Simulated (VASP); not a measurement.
Input:

```yaml
crystal:
  lattice:
    - [2.89323, 0.00000, 0.00000]
    - [0.00000, 2.89323, 0.00000]
    - [0.00000, 0.00000, 2.89323]
  atoms:
    - { symbol: Ca, position: [0.00000, 0.00000, 0.00000] }
    - { symbol: O, position: [0.50000, 0.50000, 0.50000] }
```

These are PBEsol GGA, VASP's PBE PAW potentials (set 64) (plane waves; VASP) values and carry that method's errors. Run with 520 eV cut-off, 8×8×8 Γ-centred mesh, Gaussian smearing of 0.050 eV, potentials Ca_sv O.

Task: Predict the energy per atom (σ→0), band gap (on the k-mesh) with the smallest direct gap where there is one.

Result: 
band gap (on the k-mesh): 2.68 eV
smallest direct gap (on the k-mesh): 2.98 eV
energy per atom (σ→0): -6.245 eV/atom

The structure was generated: CaO was put into the CsCl type type (Pm-3m), which need not be its known phase. It was relaxed first, which changed the volume by -22 %. The start is the result of an earlier pass.
